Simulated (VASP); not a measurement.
These are PBEsol GGA, VASP's PBE PAW potentials (set 64) (plane waves; VASP) values and carry that method's errors.

VASP ran on this input.

### INCAR
```
SYSTEM = CdTe
PREC = Accurate
ENCUT = 520
EDIFF = 1E-7
NELM = 100
ALGO = Normal
LREAL = .FALSE.
LASPH = .TRUE.
ISMEAR = 0
SIGMA = 0.05
GGA = PS
LMAXMIX = 4
LWAVE = .FALSE.
LCHARG = .FALSE.
ISIF = 2
```

**POSCAR**
```
CdTe
1
    0.0000000000     3.2164259643     3.2164259643
    3.2164259643     0.0000000000     3.2164259643
    3.2164259643     3.2164259643     0.0000000000
Cd Te
1 1
Direct
  0.0000000000   0.0000000000   0.0000000000
  0.2500000000   0.2500000000   0.2500000000
```

KPOINTS:
```
Automatic
0
gamma
7 7 7
```

POTCAR, in this order: Cd Te (PBE.64 set). Program: vasp_std.

Output

**OSZICAR**
```
       N       E                     dE             d eps       ncg     rms          rms(c)
DAV:   1     0.102438940228E+03    0.10244E+03   -0.84499E+03   520   0.121E+03
DAV:   2    -0.147206013486E+01   -0.10391E+03   -0.10041E+03   610   0.278E+02
DAV:   3    -0.569159882804E+01   -0.42195E+01   -0.42070E+01   610   0.572E+01
DAV:   4    -0.573496661369E+01   -0.43368E-01   -0.43364E-01   700   0.512E+00
DAV:   5    -0.573541761597E+01   -0.45100E-03   -0.45100E-03   620   0.398E-01    0.595E+00
DAV:   6    -0.549868239949E+01    0.23674E+00   -0.53890E-01   580   0.104E+01    0.486E+00
DAV:   7    -0.548068431999E+01    0.17998E-01   -0.11699E-01   580   0.262E+00    0.193E+00
DAV:   8    -0.547971384021E+01    0.97048E-03   -0.10564E-02   550   0.145E+00    0.555E-01
DAV:   9    -0.547968606875E+01    0.27771E-04   -0.78442E-04   595   0.342E-01    0.136E-01
DAV:  10    -0.547971370469E+01   -0.27636E-04   -0.11753E-04   565   0.113E-01    0.580E-02
DAV:  11    -0.547973672673E+01   -0.23022E-04   -0.49766E-05   548   0.512E-02    0.384E-02
DAV:  12    -0.547973464348E+01    0.20833E-05   -0.48058E-06   595   0.179E-02    0.196E-02
DAV:  13    -0.547973453440E+01    0.10907E-06   -0.46058E-07   575   0.437E-03    0.120E-02
DAV:  14    -0.547973442262E+01    0.11179E-06   -0.52925E-07   575   0.607E-03    0.279E-03
DAV:  15    -0.547973441501E+01    0.76079E-08   -0.45462E-08   335   0.218E-03
   1 F= -.54797344E+01 E0= -.54797344E+01  d E =-.117670E-12
```

### OUTCAR
```
------------------------ aborting loop because EDIFF is reached ----------------------------------------
  FORCE on cell =-STRESS in cart. coord.  units (eV):
  Direction    XX          YY          ZZ          XY          YZ          ZX
  --------------------------------------------------------------------------------------
  Total        0.5543369      0.5543369      0.5543369      0.0000000      0.0000000      0.0000000
  in kB       13.3454649     13.3454649     13.3454649      0.0000000      0.0000000      0.0000000
  external PRESSURE =      13.3454649 kB  Pullay stress =       0.0000000 kB
  volume of cell :       66.55
      direct lattice vectors                 reciprocal lattice vectors
     0.000000000  3.216425964  3.216425964    -0.155452047  0.155452047  0.155452047
     3.216425964  0.000000000  3.216425964     0.155452047 -0.155452047  0.155452047
     3.216425964  3.216425964  0.000000000     0.155452047  0.155452047 -0.155452047
  FREE ENERGIE OF THE ION-ELECTRON SYSTEM (eV)
  ---------------------------------------------------
  free  energy   TOTEN  =        -5.4797344150 eV

  energy  without entropy=       -5.4797344150  energy(sigma->0) =       -5.47973442
```
(Selected blocks of OUTCAR.)

The compound is CdTe in the zinc blende structure. This cell is one point of a volume scan, at 0.97 of the reference volume.
